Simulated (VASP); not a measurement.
These are PBE GGA, VASP's PBE PAW potentials (set 64) (plane waves; VASP 6.6.1) values and carry that method's errors.

VASP input:

KPOINTS:
```
Automatic mesh
0
Gamma
7 7 7
0 0 0
```

POSCAR:
```
TeW
1
    0.0000000000     3.0144170000     3.0144170000
    3.0144170000     0.0000000000     3.0144170000
    3.0144170000     3.0144170000     0.0000000000
Te W
1 1
Direct
  0.0000000000   0.0000000000   0.0000000000
  0.5000000000   0.5000000000   0.5000000000
```

INCAR:
```
SYSTEM = TeW
PREC = Accurate
ENCUT = 150
EDIFF = 1E-6
NELM = 100
ALGO = Normal
LREAL = .FALSE.
LASPH = .TRUE.
ISMEAR = 0
SIGMA = 0.05
GGA = PE
LMAXMIX = 6
LWAVE = .FALSE.
LCHARG = .FALSE.
ISIF = 2
```

POTCAR, in this order: Te W_sv (PBE.64 set). Program: vasp_std.

Output

**OSZICAR**
```
       N       E                     dE             d eps       ncg     rms          rms(c)
DAV:   1     0.478380608432E+02    0.47838E+02   -0.69804E+03   666   0.570E+02
DAV:   2    -0.119806972875E+02   -0.59819E+02   -0.58836E+02   710   0.177E+02
DAV:   3    -0.132763452745E+02   -0.12956E+01   -0.12353E+01   658   0.245E+01
DAV:   4    -0.132868463252E+02   -0.10501E-01   -0.10483E-01   632   0.216E+00
DAV:   5    -0.132869475253E+02   -0.10120E-03   -0.10120E-03   638   0.203E-01    0.200E+01
DAV:   6    -0.122232055770E+02    0.10637E+01   -0.59914E+00   608   0.155E+01    0.862E+00
DAV:   7    -0.121604143557E+02    0.62791E-01   -0.36655E-01   596   0.284E+00    0.460E+00
DAV:   8    -0.121478508352E+02    0.12564E-01   -0.84202E-02   692   0.205E+00    0.619E-01
DAV:   9    -0.121479345686E+02   -0.83733E-04   -0.89542E-04   572   0.214E-01    0.246E-01
DAV:  10    -0.121478641776E+02    0.70391E-04   -0.86766E-04   662   0.241E-01    0.676E-02
DAV:  11    -0.121478655547E+02   -0.13771E-05   -0.53163E-05   600   0.487E-02    0.163E-02
DAV:  12    -0.121478631666E+02    0.23880E-05   -0.39901E-06   556   0.109E-02    0.357E-03
DAV:  13    -0.121478629568E+02    0.20980E-06   -0.19318E-07   286   0.282E-03
   1 F= -.12147863E+02 E0= -.12143530E+02  d E =-.866690E-02
```

**OUTCAR**
```
------------------------ aborting loop because EDIFF is reached ----------------------------------------
  FORCE on cell =-STRESS in cart. coord.  units (eV):
  Direction    XX          YY          ZZ          XY          YZ          ZX
  --------------------------------------------------------------------------------------
  Total      -16.3574708    -16.3574708    -16.3574708      0.0000000     -0.0000000     -0.0000000
  in kB     -478.3951292   -478.3951292   -478.3951292      0.0000000     -0.0000000     -0.0000000
  external PRESSURE =    -478.3951292 kB  Pullay stress =       0.0000000 kB
  volume of cell :       54.78
      direct lattice vectors                 reciprocal lattice vectors
     0.000000000  3.014417000  3.014417000    -0.165869553  0.165869553  0.165869553
     3.014417000  0.000000000  3.014417000     0.165869553 -0.165869553  0.165869553
     3.014417000  3.014417000  0.000000000     0.165869553  0.165869553 -0.165869553
 POSITION                                       TOTAL-FORCE (eV/Angst)
 -----------------------------------------------------------------------------------
      0.00000      0.00000      0.00000        -0.000000     -0.000000     -0.000000
      3.01442      3.01442      3.01442         0.000000      0.000000      0.000000
 -----------------------------------------------------------------------------------
    total drift:                               -0.000000      0.000000     -0.000000
  FREE ENERGIE OF THE ION-ELECTRON SYSTEM (eV)
  ---------------------------------------------------
  free  energy   TOTEN  =       -12.1478629568 eV

  energy  without entropy=      -12.1391960591  energy(sigma->0) =      -12.14352951
```
(Selected blocks of OUTCAR.)

At this cut-off the stress carries a Pulay error, which pulls relaxed volumes low.

The structure was generated: TeW was put into the rocksalt type (Fm-3m), which need not be its known phase. The cell was not relaxed at this level. The run is one of a series of settings (ENCUT = 150 against the base run), some of them coarse on purpose.
